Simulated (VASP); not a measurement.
BN (relaxed from the wurtzite structure, space group P6_3mc) is relaxed at rising pressure, each step from the one before. Symmetry mostly holds the structure type, and other phases were not tried. The mesh follows the cell, and a change of mesh leaves a small step in the series.

Here is the system:

```
BN
1.0
    2.54236     0.00000     0.00000
   -1.27118     2.20175     0.00000
    0.00000     0.00000     4.20478
B N
2 2
Direct
  0.33333   0.66667   0.00028
  0.66667   0.33333   0.50028
  0.33333   0.66667   0.37472
  0.66667   0.33333   0.87472
```

The numbers are results of PBEsol GGA, VASP's PBE PAW potentials (set 64) (plane waves; VASP 6.6.1), not measurements. Numerical set-up: 620 eV cut-off, 10×10×5 Γ-centred mesh, Gaussian smearing of 0.050 eV, potentials B N.

```csv
P (GPa),V (Å³/atom),H − H(0) (eV/atom),space group,k-mesh
0,5.88,0.000,P6_3mc,10×10×5
5,5.81,0.183,P6_3mc,10×10×5
10,5.74,0.363,P6_3mc,10×10×5
20,5.61,0.717,P6_3mc,10×10×6
30,5.49,1.064,P6_3mc,10×10×6
45,5.33,1.571,P6_3mc,10×10×6
```

Pressures at which the relaxation failed are left out.

The structure was generated: BN was put into the wurtzite type (P6_3mc), which need not be its known phase.
